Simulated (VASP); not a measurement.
Consider the following.

```
CaF2
1.0
    0.00000     2.68629     2.68629
    2.68629     0.00000     2.68629
    2.68629     2.68629     0.00000
Ca F
1 2
Direct
  0.00000   0.00000   0.00000
  0.25000   0.25000   0.25000
  0.75000   0.75000   0.75000
```

These are PBEsol GGA, VASP's PBE PAW potentials (set 64) (plane waves; VASP 6.6.1) values and carry that method's errors. Run with 520 eV cut-off, 7×7×7 Γ-centred mesh, Gaussian smearing of 0.050 eV, potentials Ca_sv F.

**Question.** Give the stress tensor in GPa (positive for a compressed cell).

**Answer.** 
```
2.81  0.00  0.00
0.00  2.81  0.00
0.00  0.00  2.81
```
The pressure is its mean diagonal, 2.81 GPa.

The compound is CaF2 in the fluorite structure. This cell is one point of a volume scan, at 0.97 of the reference volume.
